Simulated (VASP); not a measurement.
Output of a VASP run:

**OSZICAR**
```
       N       E                     dE             d eps       ncg     rms          rms(c)
DAV:   1     0.875723760405E+02    0.87572E+02   -0.74301E+03 13110   0.124E+03
DAV:   2    -0.113103171071E+02   -0.98883E+02   -0.90622E+02 13310   0.264E+02
DAV:   3    -0.157843368926E+02   -0.44740E+01   -0.41278E+01 15539   0.646E+01
DAV:   4    -0.158589486398E+02   -0.74612E-01   -0.74035E-01 14440   0.728E+00
DAV:   5    -0.158604756366E+02   -0.15270E-02   -0.15256E-02 16000   0.119E+00    0.153E+01
DAV:   6    -0.184450901664E+02   -0.25846E+01   -0.21267E+01 13816   0.972E+01    0.256E+01
DAV:   7    -0.142405823119E+02    0.42045E+01   -0.13996E+01 17106   0.103E+02    0.785E+00
DAV:   8    -0.141819613922E+02    0.58621E-01   -0.60456E-01 15226   0.117E+01    0.590E+00
DAV:   9    -0.143645043297E+02   -0.18254E+00   -0.74410E-02 17650   0.492E+00    0.719E+00
DAV:  10    -0.140064287666E+02    0.35808E+00   -0.27119E-01 16683   0.111E+01    0.287E+00
DAV:  11    -0.139729322543E+02    0.33497E-01   -0.76132E-02 18295   0.559E+00    0.195E+00
DAV:  12    -0.139743356155E+02   -0.14034E-02   -0.32697E-03 17484   0.838E-01    0.185E+00
DAV:  13    -0.139745835514E+02   -0.24794E-03   -0.32245E-02 16645   0.233E+00    0.829E-01
DAV:  14    -0.139810791046E+02   -0.64956E-02   -0.54228E-02 18720   0.285E+00    0.497E-01
DAV:  15    -0.139837625291E+02   -0.26834E-02   -0.15842E-02 18810   0.148E+00    0.418E-01
DAV:  16    -0.139847354138E+02   -0.97288E-03   -0.82831E-03 18772   0.976E-01    0.273E-01
DAV:  17    -0.139850004488E+02   -0.26504E-03   -0.40239E-03 18408   0.736E-01    0.144E-01
DAV:  18    -0.139852044864E+02   -0.20404E-03   -0.25506E-04 16974   0.225E-01    0.787E-02
DAV:  19    -0.139852172847E+02   -0.12798E-04   -0.21576E-04 19113   0.189E-01    0.247E-02
DAV:  20    -0.139852362245E+02   -0.18940E-04   -0.79929E-05 18993   0.864E-02    0.279E-02
DAV:  21    -0.139852509504E+02   -0.14726E-04   -0.74902E-05 18550   0.831E-02    0.258E-02
DAV:  22    -0.139852516886E+02   -0.73822E-06   -0.11540E-04 18424   0.118E-01    0.132E-02
DAV:  23    -0.139852559098E+02   -0.42212E-05   -0.61798E-06  9187   0.369E-02    0.622E-03
DAV:  24    -0.139852561920E+02   -0.28223E-06   -0.22188E-06  6812   0.192E-02
   1 F= -.13985256E+02 E0= -.13985569E+02  d E =0.938791E-03  mag=    -0.0006
```

OUTCAR:
```
------------------------ aborting loop because EDIFF is reached ----------------------------------------
  FORCE on cell =-STRESS in cart. coord.  units (eV):
  Direction    XX          YY          ZZ          XY          YZ          ZX
  --------------------------------------------------------------------------------------
  Total       -2.8138187     -3.6675365     -1.9636361      0.0000000      0.0000000      0.0000000
  in kB     -160.8861516   -209.6993074   -112.2751271      0.0000000      0.0000000      0.0000000
  external PRESSURE =    -160.9535287 kB  Pullay stress =       0.0000000 kB
  volume of cell :       28.02
      direct lattice vectors                 reciprocal lattice vectors
     2.727471000  0.000000000  0.000000000     0.366640012  0.000000000  0.000000000
     0.000000000  2.794087000  0.000000000     0.000000000  0.357898662  0.000000000
     0.000000000  0.000000000  3.676952000     0.000000000  0.000000000  0.271964388
 POSITION                                       TOTAL-FORCE (eV/Angst)
 -----------------------------------------------------------------------------------
      0.00000      0.00000      0.00000         0.307249      0.000000      0.000000
      1.44081      1.39704      1.83848        -0.307249      0.000000      0.000000
 -----------------------------------------------------------------------------------
    total drift:                               -0.000094      0.000000     -0.000000
  FREE ENERGIE OF THE ION-ELECTRON SYSTEM (eV)
  ---------------------------------------------------
  free  energy   TOTEN  =       -13.9852561920 eV

  energy  without entropy=      -13.9861949834  energy(sigma->0) =      -13.98556912

 total charge

# of ion       s       p       d       tot
------------------------------------------
    1        0.391   0.422   6.226   7.040
    2        0.705   0.646   7.938   9.289
--------------------------------------------------
tot          1.096   1.068  14.164  16.328

 magnetization (x)

# of ion       s       p       d       tot
------------------------------------------
    1        0.000   0.000  -0.001  -0.001
    2        0.000   0.000  -0.000  -0.000
--------------------------------------------------
tot          0.000   0.000  -0.002  -0.002
```
(Selected blocks of OUTCAR.)

File POSCAR:
```
FePt
1
    2.7274710000     0.0000000000     0.0000000000
    0.0000000000     2.7940870000     0.0000000000
    0.0000000000     0.0000000000     3.6769520000
Fe Pt
1 1
Direct
  0.0000000000   0.0000000000   0.0000000000
  0.5282590000   0.5000000000   0.5000000000
```

Question: Reconstruct the remaining input files.

Answer: This is not unique; one that fits is the input of the run itself, PBE GGA, plane waves, VASP's PBE PAW potentials (set 64).

INCAR:
```
ALGO=Normal
EDIFF=1E-6
ENCUT=400
GGA=PE
ISIF=2
ISMEAR=1
ISPIN=2
LASPH=.TRUE.
LCHARG=.FALSE.
LMAXMIX=6
LORBIT=10
LREAL=.FALSE.
LWAVE=.FALSE.
MAGMOM=0.6 0.0
NELM=100
PREC=Accurate
SIGMA=0.1
SYSTEM=FePt
```

### KPOINTS
```
Automatic
0
G
 12 12 9
```

POTCAR, in this order: Fe Pt (PBE.64 set). Program: vasp_std.

The compound is FePt in the L1_0 structure. The cell was not relaxed at this level, atoms are displaced from their ideal sites. The run is one of a series of settings (MAGMOM = 0.6 0.0 against the base run), some of them coarse on purpose.
